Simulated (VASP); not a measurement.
A run of VASP 6.6.1:

INCAR

```
SYSTEM = Si3Bi2TeSe2
PREC = Normal ; ENCUT = 520
EDIFF = 1E-4 ; ISMEAR = 0
SIGMA = 0.15 ; LREAL = .False.
LASPH = .True. ; NELM = 60
ALGO = Fast ; ISIF = 3
LWAVE = .False. ; LCHARG = .False.
GGA = PE ; IBRION = 2
NSW = 24 ; EDIFFG = -0.08
```

Contents of KPOINTS:

```
regular mesh
0
Gamma
  3 3 2
  0 0 0
```

POSCAR

```
Si3Bi2TeSe2
1.0
    4.3194609000      0.0000000000      0.0000000000
    0.0000000000      4.3194609000      0.0000000000
    0.0000000000      0.0000000000     12.0003142700
Si Bi Te Se
3 2 1 2
Direct
    0.5000000000      0.5000000000      0.7614640000
    0.0000000000      0.0000000000      0.5000000000
    0.5000000000      0.5000000000      0.2385360000
    0.0000000000      0.5000000000      0.6299769900
    0.5000000000      0.0000000000      0.3700230100
    0.0000000000      0.0000000000      0.0000000000
    0.0000000000      0.5000000000      0.1034230000
    0.5000000000      0.0000000000      0.8965770000
```

Potentials or basis: VASP PAW PBE potentials, release 64 (Si, Bi_d, Te, Se).

Run with:

```bash
$ cat potpaw_PBE.64/Si/POTCAR potpaw_PBE.64/Bi_d/POTCAR potpaw_PBE.64/Te/POTCAR potpaw_PBE.64/Se/POTCAR > POTCAR
$ mpirun -np 1 vasp_std > vasp.out
```

Hardware: 1 thread of Intel(R) Xeon(R) Platinum 8488C (Sapphire Rapids) (shared host).

Question: Estimate the wall time of this run.

Answer: Run time: 4.9 min on 1 thread of Intel(R) Xeon(R) Platinum 8488C (Sapphire Rapids), on a shared host, peak memory 0.23 GiB. Counts: scf iterations 144, k points 6, ion steps 20.
